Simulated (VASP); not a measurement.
Here is the system:

```
CELL_PARAMETERS angstrom
     -1.74986     1.74986     4.65971
      1.74986    -1.74986     4.65971
      1.74986     1.74986    -4.65971
ATOMIC_POSITIONS crystal
  Y  0.00000 0.00000 0.00000
  Co 0.75000 0.25000 0.50000
  Co 0.25000 0.75000 0.50000
  B  0.65466 0.65466 0.00000
  B  0.34534 0.34534 0.00000
```

Level of theory: LDA (Ceperley-Alder, Perdew-Zunger), VASP's LDA PAW potentials (set 64) (plane waves; VASP). Numerical set-up: 400 eV cut-off, 11×11×11 Γ-centred mesh, Fermi-Dirac smearing of 0.10 eV, potentials Y_sv Co B.

At this cut-off the stress carries a Pulay error, which pulls relaxed volumes low.

Q: Which forces act on the atoms, in eV/Å?

A: 
```
atom     Fx     Fy      Fz
----  -----  -----  ------
Y1    0.000  0.000   0.000
Co2   0.000  0.000   0.000
Co3   0.000  0.000   0.000
B4    0.000  0.000  -0.184
B5    0.000  0.000   0.184
```

Q: Give the stress tensor in GPa (positive for a compressed cell).

A: 
```
-2.66   0.00   0.00
 0.00  -2.66   0.00
 0.00   0.00  -2.75
```
The pressure is its mean diagonal, -2.69 GPa.

The structure comes from a computed database's Co2YB2 entry; how it stands against other phases isn't given here. The cell was not relaxed at this level. The run is not spin-polarised, so no magnetic state was tried. The electron count is odd and the run is not spin-polarised, which forces a metal.
